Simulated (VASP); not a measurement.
Energy against volume of TiAl (L1_0). These are MS2 meta-GGA, VASP's PBE PAW potentials (set 64) (plane waves; VASP) values and carry that method's errors. Run with 520 eV cut-off, 13×13×9 Γ-centred mesh, first-order Methfessel-Paxton smearing of 0.10 eV, potentials Ti_sv Al.

Shape and ions are relaxed at each volume.

```json
[
 {"V (Å³/atom)": "15.053", "E (eV/atom)": "-10.51094"},
 {"V (Å³/atom)": "15.533", "E (eV/atom)": "-10.52958"},
 {"V (Å³/atom)": "16.013", "E (eV/atom)": "-10.53540"},
 {"V (Å³/atom)": "16.494", "E (eV/atom)": "-10.53034"}
]
```

Problem. Fit these four points and predict the energy of the run at 16.974 Å³/atom.

Solution. A cubic in V^(−2/3), the third-order Birch-Murnaghan form, passes through the four points with V0 = 16.02 Å³/atom and B0 = 121 GPa, and gives -10.5161 eV/atom there. The run gave -10.5160 eV/atom, +0.0 meV/atom from the fit; all five points give B0 = 121 GPa.

The compound is TiAl in the L1_0 structure. It was relaxed first.
